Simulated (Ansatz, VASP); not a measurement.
# Cross-check of HfB2 between VASP and Ansatz

Aim: how closely do two programs agree when they are given the same cell, functional and k mesh? The cell is taken from a series of runs on this material, whose earlier steps may have relaxed, scaled, displaced or heated it; both programs get it as it stands.

Program: Ansatz 0.2.0. Level of theory: plane waves, with VASP 6.6.1 beside it; zone-centre phonons at PBEsol. Results are calculated unless marked as measured.

## (1) Starting point

It takes space group P6/mmm (No. 191, hexagonal). Conventional cell: a = 3.140 Å, b = 3.140 Å, c = 3.378 Å, α = 90.00°, β = 90.00°, γ = 120.00°. Nearest to B lie 3 B at 1.81 Å and 6 Hf at 2.48 Å. Nearest to Hf lie 12 B at 2.48 Å. Farther neighbours are not listed.

## (2) VASP: zone-centre phonons, PBEsol

Second derivatives magnify differences that forces hide, and they need a tight electronic threshold.

Lines of VASP's logs that name or quote its potential files are left out, and so is its time.

The input, INCAR:

```
SYSTEM = HfB2
PREC = Accurate
ENCUT = 500
EDIFF = 1E-08
NELM = 120
ISMEAR = 1
SIGMA = 0.2
LREAL = .FALSE.
ALGO = Normal
GGA = PS
NBANDS = 14
LASPH = .TRUE.
LORBIT = 11
LWAVE = .FALSE.
LCHARG = .FALSE.
ISIF = 2
IBRION = 8
GGA_COMPAT = .FALSE.
KPAR = 2
```

The input, POSCAR:

```
HfB2
1.0
    3.1396500620      0.0000000000      0.0000000000
   -1.5698250310      2.7190167127      0.0000000000
    0.0000000000      0.0000000000      3.3782550410
B Hf
2 1
Direct
    0.3333333332      0.6666666668      0.5000000000
    0.6666666668      0.3333333332      0.5000000000
    0.0000000000      0.0000000000      0.0000000000
```

The input, KPOINTS:

```
Automatic mesh
0
Gamma
15 15 12
0 0 0
```

The projector-augmented-wave data sets are B and Hf_pv (PBE family, release 64).

Launch:

```bash
> mpirun -np 2 vasp_std
```

Numbers of over 12 decimals in the logs are rounded to 6 here.

What it wrote:

```text
[banner, memory and clock lines left out]
running    2 mpi-ranks, on    1 nodes
 distrk:  each k-point on    1 cores,    2 groups
 distr:  one band on    1 cores,    1 groups

 POSCAR found type information on POSCAR B Hf
 POSCAR found :  2 types and       3 ions
|                                                                             |
|               ----> ADVICE to this user running VASP <----                  |
|                                                                             |
|     You enforced a specific xc type in the INCAR file but a different       |
|     [... a line on the potential file left out ...]
|     I HOPE YOU KNOW WHAT YOU ARE DOING!                                     |
|                                                                             |

 LDA part: xc-table for (Slater+PW92), standard interpolation
 POSCAR, INCAR and KPOINTS ok, starting setup
 FFT: planning ... GRIDC
 FFT: planning ... GRID_SOFT
 FFT: planning ... GRID
 WAVECAR not read
 entering main loop
       N       E                     dE             d eps       ncg     rms          rms(c)
DAV:   1     0.260292300423E+02    0.26029E+02   -0.80486E+03  5292   0.106E+03
DAV:   2    -0.284654945247E+02   -0.54495E+02   -0.51280E+02  6794   0.224E+02
DAV:   3    -0.299790337620E+02   -0.15135E+01   -0.15047E+01  7184   0.279E+01
DAV:   4    -0.299861676067E+02   -0.71338E-02   -0.71288E-02  5940   0.227E+00
DAV:   5    -0.299862121353E+02   -0.44529E-04   -0.44529E-04  7170   0.157E-01    0.573E+01
DAV:   6    -0.279708151953E+02    0.20154E+01   -0.31108E+00  6420   0.122E+01    0.409E+01
DAV:   7    -0.279302731964E+02    0.40542E-01   -0.11992E+00  6714   0.781E+00    0.102E+01
DAV:   8    -0.278523103599E+02    0.77963E-01   -0.35244E-01  6384   0.436E+00    0.160E+00
DAV:   9    -0.278482997866E+02    0.40106E-02   -0.24729E-02  6180   0.126E+00    0.345E-01
DAV:  10    -0.278481539212E+02    0.14587E-03   -0.80580E-04  6566   0.240E-01    0.258E-01
DAV:  11    -0.278481587394E+02   -0.48182E-05   -0.49674E-05  6624   0.539E-02    0.736E-02
DAV:  12    -0.278481569616E+02    0.17777E-05   -0.36338E-06  6306   0.150E-02    0.251E-02
DAV:  13    -0.278481570981E+02   -0.13643E-06   -0.15859E-07  6708   0.339E-03    0.325E-03
DAV:  14    -0.278481571072E+02   -0.90995E-08   -0.24391E-08  5994   0.127E-03
   1 F= -.27848157E+02 E0= -.27848161E+02  d E =0.111657E-04
 Linear response reoptimize wavefunctions to high precision
DAV:   1    -0.278481571300E+02   -0.22867E-07   -0.33024E-09  5860   0.487E-04
DAV:   2    -0.278481571300E+02    0.13642E-11   -0.10019E-10  2862   0.815E-05
 Linear response DOF=           4
 Linear response progress:
  Degree of freedom:   1/  4
       N       E                     dE             d eps       ncg     rms          rms(c)
RMM:   1    -0.446027868397E-01   -0.44603E-01    0.26442E-02 53181   0.116E+00
RMM:   2    -0.434115400756E-01    0.11912E-02   -0.12232E-03 38142   0.204E-01    0.297E-01
RMM:   3    -0.432902350845E-01    0.12130E-03   -0.55178E-04 34085   0.119E-01    0.158E-01
RMM:   4    -0.437961235403E-01   -0.50589E-03   -0.52463E-04 34568   0.110E-01    0.203E-02
RMM:   5    -0.437569174864E-01    0.39206E-04   -0.16793E-05 37900   0.233E-02    0.658E-03
RMM:   6    -0.437544510547E-01    0.24664E-05   -0.74754E-07 40104   0.443E-03    0.188E-03
RMM:   7    -0.437498296124E-01    0.46214E-05   -0.11254E-07 39976   0.170E-03    0.877E-04
RMM:   8    -0.437508167875E-01   -0.98718E-06   -0.11872E-08 41824   0.361E-04    0.375E-04
RMM:   9    -0.437509095713E-01   -0.92784E-07   -0.10307E-08 42004   0.921E-05    0.166E-04
RMM:  10    -0.437510459057E-01   -0.13633E-06   -0.38298E-09 39524   0.518E-05    0.153E-05
RMM:  11    -0.437510684739E-01   -0.22568E-07   -0.15911E-09 41838   0.141E-05    0.117E-05
RMM:  12    -0.437510673292E-01    0.11447E-08   -0.34570E-10 38045   0.573E-06    0.156E-05
 first order change of Fermi-energy   0.14009E-04
 force on displaced ion       1 direction 1 : -16.547  -0.001   0.000
 Linear response progress:
  Degree of freedom:   2/  4
       N       E                     dE             d eps       ncg     rms          rms(c)
RMM:   1    -0.452190165912E-01   -0.45219E-01    0.40885E-02 18317   0.129E+00
RMM:   2    -0.450815412116E-01    0.13748E-03   -0.10751E-03 13573   0.195E-01    0.448E-01
RMM:   3    -0.449790339114E-01    0.10251E-03   -0.68140E-04 12265   0.134E-01    0.217E-01
RMM:   4    -0.454174368710E-01   -0.43840E-03   -0.38069E-04 13334   0.920E-02    0.293E-02
RMM:   5    -0.454441681206E-01   -0.26731E-04   -0.19494E-05 13705   0.274E-02    0.861E-03
RMM:   6    -0.454424408710E-01    0.17272E-05   -0.10425E-06 13765   0.595E-03    0.219E-03
RMM:   7    -0.454301092859E-01    0.12332E-04   -0.16854E-07 13060   0.220E-03    0.353E-04
RMM:   8    -0.454301921607E-01   -0.82875E-07   -0.62147E-09 14725   0.436E-04    0.975E-05
RMM:   9    -0.454301379637E-01    0.54197E-07    0.49133E-09 14922   0.931E-05    0.724E-05
RMM:  10    -0.454302199625E-01   -0.81999E-07   -0.33226E-09 14993   0.296E-05    0.333E-05
RMM:  11    -0.454301609041E-01    0.59058E-07   -0.10460E-09 13645   0.248E-05    0.562E-06
RMM:  12    -0.454301679115E-01   -0.70074E-08    0.35852E-10 14479   0.663E-06    0.225E-06
 first order change of Fermi-energy  -0.65267E-04
 force on displaced ion       1 direction 3 :   0.000  -0.000 -10.822
 Linear response progress:
  Degree of freedom:   3/  4
       N       E                     dE             d eps       ncg     rms          rms(c)
RMM:   1    -0.206286698413E+00   -0.20629E+00    0.46563E+00 13876   0.125E+01
RMM:   2    -0.204354417790E+00    0.19323E-02   -0.33158E-02 19276   0.125E+00    0.530E-01
RMM:   3    -0.203729530154E+00    0.62489E-03   -0.10686E-03 25330   0.165E-01    0.247E-01
RMM:   4    -0.203256906970E+00    0.47262E-03   -0.75686E-05 26306   0.540E-02    0.146E-01
RMM:   5    -0.202826436586E+00    0.43047E-03   -0.26119E-05 26634   0.364E-02    0.120E-02
RMM:   6    -0.202817275433E+00    0.91612E-05   -0.21954E-06 25893   0.101E-02    0.438E-03
RMM:   7    -0.202829688315E+00   -0.12413E-04    0.11187E-06 28122   0.236E-03    0.419E-03
RMM:   8    -0.202828853091E+00    0.83522E-06    0.38301E-07 26711   0.595E-04    0.600E-04
RMM:   9    -0.202828520552E+00    0.33254E-06   -0.22839E-07 28470   0.235E-04    0.416E-04
RMM:  10    -0.202828810822E+00   -0.29027E-06   -0.32665E-07 27661   0.776E-05    0.784E-06
RMM:  11    -0.202828809327E+00    0.14948E-08   -0.14176E-07 28590   0.310E-05    0.215E-05
RMM:  12    -0.202828803157E+00    0.61702E-08   -0.92284E-08 24830   0.153E-05    0.459E-06
 first order change of Fermi-energy   0.64387E-04
 force on displaced ion       3 direction 1 : -15.417  -0.000   0.000
 Linear response progress:
  Degree of freedom:   4/  4
       N       E                     dE             d eps       ncg     rms          rms(c)
RMM:   1    -0.225423168263E+00   -0.22542E+00    0.45814E+00  6056   0.127E+01
RMM:   2    -0.223559602845E+00    0.18636E-02   -0.37879E-02  8159   0.132E+00    0.847E-01
RMM:   3    -0.223079339186E+00    0.48026E-03   -0.21185E-03 10599   0.204E-01    0.427E-01
RMM:   4    -0.222650680996E+00    0.42866E-03   -0.20707E-04 10130   0.755E-02    0.166E-01
RMM:   5    -0.222413816417E+00    0.23686E-03   -0.24878E-05 10692   0.317E-02    0.249E-02
RMM:   6    -0.222353304015E+00    0.60512E-04   -0.36782E-06 10727   0.983E-03    0.443E-03
RMM:   7    -0.222366080193E+00   -0.12776E-04    0.20709E-05 11377   0.322E-03    0.471E-03
RMM:   8    -0.222361568527E+00    0.45117E-05    0.26673E-05 11608   0.925E-04    0.136E-03
RMM:   9    -0.222360306130E+00    0.12624E-05    0.14192E-05 11586   0.335E-04    0.146E-04
RMM:  10    -0.222360201624E+00    0.10451E-06    0.66408E-06 12363   0.128E-04    0.620E-05
RMM:  11    -0.222360142482E+00    0.59142E-07    0.31079E-06 12098   0.566E-05    0.593E-05
RMM:  12    -0.222360126187E+00    0.16295E-07    0.14430E-06 11429   0.307E-05    0.531E-06
RMM:  13    -0.222360130524E+00   -0.43372E-08    0.70389E-07 10793   0.182E-05    0.864E-06
RMM:  14    -0.222360113741E+00    0.16783E-07    0.35110E-07  9849   0.126E-05    0.195E-06
RMM:  15    -0.222360117962E+00   -0.42210E-08    0.15627E-07  6988   0.883E-06    0.169E-06
RMM:  16    -0.222360115318E+00    0.26442E-08    0.78147E-08  6484   0.747E-06    0.705E-07
 first order change of Fermi-energy   0.31087E-03
 force on displaced ion       3 direction 3 :  -0.000   0.000 -17.643
 Linear response finished
```

Parts of OUTCAR (step 2):

```text
ion  position               nearest neighbor table
   1  0.333  0.667  0.500-   2 1.81   2 1.81   2 1.81   3 2.48   3 2.48   3 2.48   3 2.48   3 2.48
                             3 2.48
   2  0.667  0.333  0.500-   1 1.81   1 1.81   1 1.81   3 2.48   3 2.48   3 2.48   3 2.48   3 2.48
                             3 2.48
   3  0.000  0.000  0.000-   1 2.48   2 2.48   1 2.48   2 2.48   2 2.48   2 2.48   1 2.48   1 2.48
                             2 2.48   2 2.48   1 2.48   1 2.48

  LATTYP: Found a hexagonal cell.
 ALAT       =     3.1396500620
 C/A-ratio  =     1.0759973164

 Subroutine GETGRP returns: Found 24 space group operations
 (whereof 24 operations were pure point group operations)

The static configuration has the point symmetry D_6h.

 Found    189 irreducible k-points:

   k-points           NKPTS =    189   k-points in BZ     NKDIM =    189   number of bands    NBANDS=     14

   dimension x,y,z NGX =    24 NGY =   24 NGZ =   28
   dimension x,y,z NGXF=    48 NGYF=   48 NGZF=   56

   ENCUT  =  500.0 eV  36.75 Ry    6.06 a.u.   5.72  5.72  6.16*2*pi/ulx,y,z

   NELECT =      16.0000    total number of electrons

 k-points in reciprocal lattice and weights: Automatic mesh
   0.00000000  0.00000000  0.00000000       0.000
   0.06666667  0.00000000  0.00000000       0.002
   0.13333333  0.00000000  0.00000000       0.002
   0.20000000  0.00000000  0.00000000       0.002
   0.26666667  0.00000000  0.00000000       0.002
   0.33333333  0.00000000  0.00000000       0.002
   0.40000000  0.00000000  0.00000000       0.002
   0.46666667  0.00000000  0.00000000       0.002
   0.06666667  0.06666667  0.00000000       0.002
[...]
0.33333333  0.26666667  0.50000000       0.004
   0.33333333  0.33333333  0.50000000       0.001

 average (electrostatic) potential at core
       1 -24.9671       2 -24.9671       3 -33.7111

  Total       -0.0131364     -0.0131364      1.6107848      0.0000000     -0.0000000      0.0000000
  in kB       -0.7297958     -0.7297958     89.4875353      0.0000000     -0.0000000      0.0000000
  external PRESSURE =      29.3426479 kB  Pullay stress =       0.0000000 kB

  energy-cutoff  :      500.00
  volume of cell :       28.84
      direct lattice vectors                 reciprocal lattice vectors
     3.139650062  0.000000000  0.000000000     0.318506834  0.183890006  0.000000000
    -1.569825031  2.719016713  0.000000000     0.000000000  0.367780012  0.000000000
     0.000000000  0.000000000  3.378255041     0.000000000  0.000000000  0.296010807

 POSITION                                       TOTAL-FORCE (eV/Angst)
 -----------------------------------------------------------------------------------
     -0.00000      1.81268      1.68913         0.000000      0.000000      0.000000
      1.56983      0.90634      1.68913        -0.000000      0.000000      0.000000
      0.00000      0.00000      0.00000        -0.000000      0.000000      0.000000
 -----------------------------------------------------------------------------------
    total drift:                                0.000000     -0.000000      0.000000

 Eigenvectors and eigenvalues of the dynamical matrix
 ----------------------------------------------------

   1 f  =   23.953055 THz   150.501485 2PiTHz  798.987919 cm-1    99.061832 meV
             X         Y         Z           dx          dy          dz
     -0.000000  1.812678  1.689128    -0.000014   -0.707107   -0.000000
      1.569825  0.906339  1.689128     0.000014    0.707107    0.000000
      0.000000  0.000000  0.000000     0.000000   -0.000000    0.000000

   2 f  =   23.953055 THz   150.501485 2PiTHz  798.987919 cm-1    99.061832 meV
             X         Y         Z           dx          dy          dz
     -0.000000  1.812678  1.689128    -0.707107    0.000014    0.000000
      1.569825  0.906339  1.689128     0.707107   -0.000014   -0.000000
      0.000000  0.000000  0.000000     0.000000    0.000000    0.000000

   3 f  =   17.026740 THz   106.982164 2PiTHz  567.950921 cm-1    70.416908 meV
             X         Y         Z           dx          dy          dz
     -0.000000  1.812678  1.689128     0.000000    0.000000    0.707107
      1.569825  0.906339  1.689128     0.000000    0.000000   -0.707107
      0.000000  0.000000  0.000000    -0.000000   -0.000000   -0.000000

   4 f  =   14.950782 THz    93.938536 2PiTHz  498.704417 cm-1    61.831439 meV
             X         Y         Z           dx          dy          dz
     -0.000000  1.812678  1.689128     0.000000   -0.000000   -0.667803
      1.569825  0.906339  1.689128     0.000000   -0.000000   -0.667803
      0.000000  0.000000  0.000000     0.000000    0.000000    0.328753

   5 f  =   13.982512 THz    87.854716 2PiTHz  466.406407 cm-1    57.826998 meV
             X         Y         Z           dx          dy          dz
     -0.000000  1.812678  1.689128     0.000000   -0.667843    0.000000
      1.569825  0.906339  1.689128     0.000000   -0.667843   -0.000000
      0.000000  0.000000  0.000000    -0.000000    0.328590   -0.000000

   6 f  =   13.982512 THz    87.854716 2PiTHz  466.406407 cm-1    57.826998 meV
             X         Y         Z           dx          dy          dz
     -0.000000  1.812678  1.689128     0.667843    0.000000   -0.000000
      1.569825  0.906339  1.689128     0.667843    0.000000    0.000000
      0.000000  0.000000  0.000000    -0.328590   -0.000000    0.000000

   7 f/i=    0.000698 THz     0.004386 2PiTHz    0.023284 cm-1     0.002887 meV
             X         Y         Z           dx          dy          dz
     -0.000000  1.812678  1.689128    -0.000000   -0.000000    0.232463
      1.569825  0.906339  1.689128    -0.000000   -0.000000    0.232463
      0.000000  0.000000  0.000000    -0.000000   -0.000000    0.944416

   8 f/i=    0.001761 THz     0.011066 2PiTHz    0.058749 cm-1     0.007284 meV
             X         Y         Z           dx          dy          dz
     -0.000000  1.812678  1.689128    -0.028164   -0.230635   -0.000000
      1.569825  0.906339  1.689128    -0.028164   -0.230635   -0.000000
      0.000000  0.000000  0.000000    -0.114483   -0.937509   -0.000000

   9 f/i=    0.001761 THz     0.011066 2PiTHz    0.058749 cm-1     0.007284 meV
             X         Y         Z           dx          dy          dz
     -0.000000  1.812678  1.689128    -0.230635    0.028164    0.000000
      1.569825  0.906339  1.689128    -0.230635    0.028164    0.000000
      0.000000  0.000000  0.000000    -0.937509    0.114483    0.000000

 ELASTIC MODULI CONTR FROM IONIC RELAXATION (kBar)
 Direction    XX          YY          ZZ          XY          YZ          ZX
 --------------------------------------------------------------------------------
 XX         -11.2243     11.2243      0.0000     -0.0000      0.0000      0.0000
 YY          11.2243    -11.2243     -0.0000      0.0000     -0.0000      0.0000
 ZZ           0.0000     -0.0000     -0.0000      0.0000     -0.0000      0.0000
 XY          -0.0000      0.0000      0.0000    -11.2243      0.0000      0.0000
 YZ           0.0000     -0.0000     -0.0000      0.0000     -0.0000      0.0000
 ZX           0.0000      0.0000      0.0000      0.0000      0.0000      0.0000
 --------------------------------------------------------------------------------
```

(Part 1 of 2 ends here.)

[Lines on the potential files, build, host, timing and source positions are cut from VASP's logs without a mark.]

[Logs are printed without paths, hosts, clocks, repeated set-up lines and the standing remarks that a program may print on its own settings, such as how far it seeks lower states.]

[Hosts, paths, dates, database ids (printed as entryN), source tags and the programs' standing remarks are cut or masked in the printed files.]
